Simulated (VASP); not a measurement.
The input files of a VASP run:

**POSCAR**
```
YN
1
    0.0000000000     2.4848964402     2.4848964402
    2.4481738327     0.0000000000     2.4848964402
    2.4481738327     2.4848964402     0.0000000000
Y N
1 1
Direct
  0.0000000000   0.0000000000   0.0000000000
  0.5000000000   0.5000000000   0.5000000000
```

**KPOINTS**
```
Automatic mesh
0
Gamma
8 8 8
0 0 0
```

### INCAR
```
ALGO  =  Normal
EDIFF  =  1E-7
EDIFFG  =  -0.01
ENCUT  =  600
IBRION  =  2
ISIF  =  2
ISMEAR  =  0
LASPH  =  .TRUE.
LCHARG  =  .FALSE.
LMAXMIX  =  4
LMIXTAU  =  .TRUE.
LREAL  =  .FALSE.
LWAVE  =  .FALSE.
METAGGA  =  R2SCAN
NELM  =  100
NSW  =  30
PREC  =  Accurate
SIGMA  =  0.05
SYSTEM  =  YN
```

POTCAR, in this order: Y_sv N (PBE.64 set). Program: vasp_std.

**Question.** Translate this r2SCAN calculation to Ansatz.

**Answer.** One equivalent input (not run):
Ansatz 0.2 input:
```yaml
crystal:
  lattice:
    - [0.0000000, 2.4848964, 2.4848964]
    - [2.4481738, 0.0000000, 2.4848964]
    - [2.4481738, 2.4848964, 0.0000000]
  atoms:
    - { symbol: Y, position: [0.0000000, 0.0000000, 0.0000000] }
    - { symbol: N, position: [0.5000000, 0.5000000, 0.5000000] }
kpoints:
  mp_grid: { grid: [8, 8, 8] }
hamiltonian:
  xc: r2scan
  pseudopotentials: { kind: paw }
scf:
  occupations: { method: gaussian, width: 0.05 }
  max_iter: 100
relax:
  max_steps: 30
  f_tol: 0.01
output: { forces: true, stress: true, eigenvalues: true }
```
What does not carry over: each code has its own PAW files, so the cut-off isn't converted (ENCUT is set for VASP's; basis.ecutwfc is left out, and Ansatz then takes the one that its files recommend); Ansatz stops its SCF on the density residual and VASP on the energy change (EDIFF).

The compound is YN in the rock salt structure. This cell was strained or had an atom moved on purpose.
